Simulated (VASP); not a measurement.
```
BeS
1.0
    0.00000     2.42036     2.42036
    2.42036     0.00000     2.42036
    2.42036     2.42036     0.00000
Be S
1 1
Cartesian
  0.00000   0.00000   0.00000
  1.21018   1.21018   1.21018
```

These are PBEsol GGA, VASP's PBE PAW potentials (set 64) (plane waves; VASP 6.6.1) values and carry that method's errors. Numerical set-up: 400 eV cut-off, 12×12×12 Γ-centred mesh, Gaussian smearing of 0.010 eV, potentials Be S.

Problem. Give the direction-averaged independent-particle dielectric function (no local fields, no excitons; a broadening of 0.1 eV leaves a tail below the gap, and fine structure carries the noise of the k-mesh).

Solution. 
| ħω (eV) | ε₁ | ε₂ |
|---|---|---|
| 0.00 | 5.91 | 0.00 |
| 0.50 | 5.93 | 0.01 |
| 1.10 | 6.02 | 0.02 |
| 1.70 | 6.19 | 0.04 |
| 2.20 | 6.40 | 0.05 |
| 2.80 | 6.76 | 0.07 |
| 3.40 | 7.30 | 0.11 |
| 3.90 | 7.95 | 0.16 |
| 4.50 | 9.20 | 0.27 |
| 5.10 | 11.62 | 0.63 |
| 5.60 | 16.46 | 4.06 |
| 6.20 | 15.25 | 12.13 |
| 6.80 | 6.12 | 21.74 |
| 7.30 | 1.10 | 15.57 |
| 7.90 | -4.74 | 9.99 |
| 8.50 | -5.20 | 5.92 |
| 9.00 | -2.89 | 5.94 |
| 9.60 | -4.03 | 6.25 |
| 10.20 | -4.33 | 2.68 |
| 10.70 | -2.63 | 1.88 |
| 11.30 | -1.36 | 2.53 |
| 11.90 | -1.81 | 2.70 |
| 12.40 | -1.94 | 1.68 |
| 13.00 | -1.30 | 1.51 |
| 13.60 | -1.73 | 0.98 |
| 14.10 | -0.98 | 0.93 |
| 14.70 | -0.89 | 0.93 |
| 15.30 | -1.08 | 0.89 |
| 15.80 | -0.80 | 0.49 |
| 16.40 | -0.38 | 0.47 |
| 17.00 | -0.53 | 0.63 |
| 17.60 | -0.46 | 0.43 |
ε₂ peaks at 6.8 eV (height 21.7); ε₁(0) averages 5.91, so the electronic refractive index below the gap tends to √5.91 = 2.43.

The compound is BeS in the zinc blende structure. It was relaxed first.
